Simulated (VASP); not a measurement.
These are RPBE GGA, VASP's PBE PAW potentials (set 64) (plane waves; VASP) values and carry that method's errors.

VASP input:

### POSCAR
```
ZrC
1
    0.0000000000     2.3433919588     2.3433919588
    2.3433919588     0.0000000000     2.3433919588
    2.3433919588     2.3433919588     0.0000000000
Zr C
1 1
Direct
  0.0000000000   0.0000000000   0.0000000000
  0.5000000000   0.5000000000   0.5000000000
```

INCAR:
```
ALGO  =  Normal
EDIFF  =  1E-7
ENCUT  =  520
GGA  =  RP
ISIF  =  2
ISMEAR  =  1
LASPH  =  .True.
LCHARG  =  .False.
LMAXMIX  =  4
LREAL  =  .False.
LWAVE  =  .False.
NELM  =  100
PREC  =  Accurate
SIGMA  =  0.1
SYSTEM  =  ZrC
```

**KPOINTS**
```
Automatic mesh
0
Gamma
13 13 13
0 0 0
```

POTCAR, in this order: Zr_sv C (PBE.64 set). Program: vasp_std.

Task: Predict the energy per atom (σ→0), pressure, band gap (on the k-mesh).

Result: 
* **energy per atom (σ→0)**: -894.4 kJ/mol of atoms
* **band gap (on the k-mesh)**: none (metal, semimetal or under 0.01 eV)
* **pressure**: 6.79 GPa

OSZICAR:
```
...
DAV:   8    -0.185432683008E+02    0.11354E-02   -0.12321E-01  2180   0.349E+00    0.132E+00
DAV:   9    -0.185397970539E+02    0.34712E-02   -0.26624E-02  2572   0.111E+00    0.433E-01
DAV:  10    -0.185403262721E+02   -0.52922E-03   -0.19371E-03  2316   0.574E-01    0.335E-01
DAV:  11    -0.185401572032E+02    0.16907E-03   -0.62246E-04  2248   0.202E-01    0.170E-02
DAV:  12    -0.185401559281E+02    0.12750E-05   -0.12331E-05  2900   0.394E-02    0.121E-02
DAV:  13    -0.185401556281E+02    0.30007E-06   -0.39793E-07  2348   0.634E-03    0.118E-03
DAV:  14    -0.185401556270E+02    0.10459E-08   -0.19642E-08  1244   0.120E-03
   1 F= -.18540156E+02 E0= -.18540096E+02  d E =-.178925E-03
```

The compound is ZrC in the rock salt structure. This cell is one point of a volume scan, at 0.97 of the reference volume.
